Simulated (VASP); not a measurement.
Data:

```
CuI
1.0
    0.00000     2.96606     2.96606
    2.96606     0.00000     2.96606
    2.96606     2.96606     0.00000
Cu I
1 1
Direct
  0.00000   0.00000   0.00000
  0.25000   0.25000   0.25000
```

Method: TPSS meta-GGA, VASP's PBE PAW potentials (set 64) (plane waves; VASP). Run with 520 eV cut-off, 8×8×8 Γ-centred mesh, Gaussian smearing of 0.050 eV, potentials Cu I.

Q: Give the stress tensor in GPa (positive for a compressed cell).

A: 
```
2.88  0.00  0.00
0.00  2.88  0.00
0.00  0.00  2.88
```
The pressure is its mean diagonal, 2.88 GPa.

The compound is CuI in the zinc blende structure. This cell is one point of a volume scan, at 0.94 of the reference volume.
